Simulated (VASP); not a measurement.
A run of VASP 6.6.1 is set up as follows.

Contents of INCAR:

```
PREC = Normal ; ENCUT = 450
EDIFF = 1E-6 ; ISMEAR = 0
SIGMA = 0.01 ; LREAL = Auto
LASPH = T ; NELM = 80
ALGO = Normal ; ISIF = 2
LWAVE = F ; LCHARG = F
GGA = PE ; IBRION = 2
NSW = 70 ; EDIFFG = -0.025
ICORELEVEL = 1 ; NELECT = 64.0
```

The input KPOINTS:

```
regular mesh
0
Gamma
  2 2 2
```

Contents of POSCAR:

```
Si15B
1.0
   -5.4685940000      5.4685940000      0.0000000000
   -5.4685940000      0.0000000000      5.4685940000
    0.0000000000      5.4685940000      5.4685940000
B Si
1 15
Direct
    0.6250000000      0.6250000000      0.1250000000
    0.1250000000      0.6250000000      0.1250000000
    0.6250000000      0.1250000000      0.1250000000
    0.6250000000      0.6250000000      0.6250000000
    0.1250000000      0.1250000000      0.1250000000
    0.1250000000      0.6250000000      0.6250000000
    0.6250000000      0.1250000000      0.6250000000
    0.1250000000      0.1250000000      0.6250000000
    0.7500000000      0.7500000000      0.7500000000
    0.2500000000      0.7500000000      0.7500000000
    0.7500000000      0.2500000000      0.7500000000
    0.7500000000      0.7500000000      0.2500000000
    0.2500000000      0.2500000000      0.7500000000
    0.2500000000      0.7500000000      0.2500000000
    0.7500000000      0.2500000000      0.2500000000
    0.2500000000      0.2500000000      0.2500000000
```

Potentials or basis: VASP PAW PBE potentials, release 64 (B, Si).

The run is started by

```console
$ cat potpaw_PBE.64/B/POTCAR potpaw_PBE.64/Si/POTCAR > POTCAR
$ mpirun -np 1 vasp_std > vasp.out
```

Problem. Predict the energy gained by relaxing.

Solution. 66.1 meV/atom.

Problem. What does it give for the band gap on the k mesh?

Solution. 0.53 eV, direct.

The path:
| step | energy change (eV) | largest force (eV/Å) | pressure (GPa) |
| --- | --- | --- | --- |
| 1 | 0.0000 | 2.3359 | 1.59 |
| 2 | -0.8355 | 1.1273 | 0.98 |
| 3 | -1.0527 | 0.1425 | 0.57 |
| 4 | -1.0546 | 0.1079 | 0.53 |
| 5 | -1.0545 | 0.0947 | 0.54 |
| 6 | -1.0576 | 0.0326 | 0.56 |
| 7 | -1.0576 | 0.0295 | 0.56 |
| 8 | -1.0576 | 0.0294 | 0.56 |
| 9 | -1.0577 | 0.0088 | 0.56 |

Caveat: the k mesh is coarse (spacing up to 0.50 Å⁻¹), so the values aren't converged; the cell is charged against a uniform background, so pressure and absolute levels hang on convention. PBE gaps usually lie below the measured ones, often by a third to a half.
